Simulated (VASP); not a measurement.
Input:

```cif
data_Br4K4
_chemical_formula_sum 'K4 Br4'
_space_group_name_H-M_alt 'Fm-3m'
_space_group_IT_number 225
_space_group_name_Hall '-F 4 2 3'
_cell_length_a 6.71259
_cell_length_b 6.71259
_cell_length_c 6.71259
_cell_angle_alpha 90.000
_cell_angle_beta 90.000
_cell_angle_gamma 90.000
loop_
_atom_site_label
_atom_site_type_symbol
_atom_site_symmetry_multiplicity
_atom_site_Wyckoff_symbol
_atom_site_fract_x
_atom_site_fract_y
_atom_site_fract_z
_atom_site_occupancy
K1 K 4 a 0.00000 0.00000 0.00000 1
Br1 Br 4 b 0.50000 0.50000 0.50000 1
```
(The calculation used a cell of 2 atoms; values per cell refer to that cell.)

Level of theory: PBE GGA, VASP's PBE PAW potentials (set 64) (plane waves; VASP). Settings: 520 eV cut-off, 7×7×7 Γ-centred mesh, Gaussian smearing of 0.050 eV, potentials K_sv Br.

Question: Give the energy at these volumes per atom, relative to the lowest: 35.42, 36.55, 37.68, 38.81, 39.95 Å³.

Answer: 7.1, 1.8, 0.0, 1.1, 4.5 meV/atom. A third-order Birch-Murnaghan fit gives B0 = 13.4 GPa and B0′ = 4.8.

The compound is KBr in the rock salt structure. It was relaxed first, which changed the volume by +5 %.
